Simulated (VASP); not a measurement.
Input:

```xyz
2
Lattice="3.1673 0.0000 0.0000 -1.5837 2.7430 0.0000 0.0000 0.0000 5.0574" Properties=species:S:1:pos:R:3 pbc="T T T"
Zr     0.0000     1.8287     1.2643
Zr     1.5837     0.9143     3.7930
```

All values below come from PBE GGA, VASP's PBE PAW potentials (set 64) (plane waves; VASP). Settings: 300 eV cut-off, 16×16×9 Γ-centred mesh, Fermi-Dirac smearing of 0.050 eV, potentials Zr_sv.

Task: Give the energies of bands 9 to 15 at the high-symmetry points, in eV from the Fermi level.

Result: 
```
band      Γ      M      K      A      L      H
----  -----  -----  -----  -----  -----  -----
9     -5.71  -2.79  -2.31  -3.95  -3.04  -1.54
10    -3.18  -2.57  -1.37  -3.95  -3.04  -1.54
11     0.87  -2.33  -1.37   0.03  -1.18  -1.35
12     0.87  -0.07  -1.15   0.03  -1.18  -1.35
13     1.01   0.53   0.27   0.77   1.86   0.03
14     1.39   0.84   0.27   0.77   1.86   0.03
15     1.61   1.55   1.91   0.77   2.33   2.12
```

It has no gap at this level: it comes out as a metal or semimetal.

The structure comes from a computed database's Zr entry; how it stands against other phases isn't given here. The cell was not relaxed at this level.
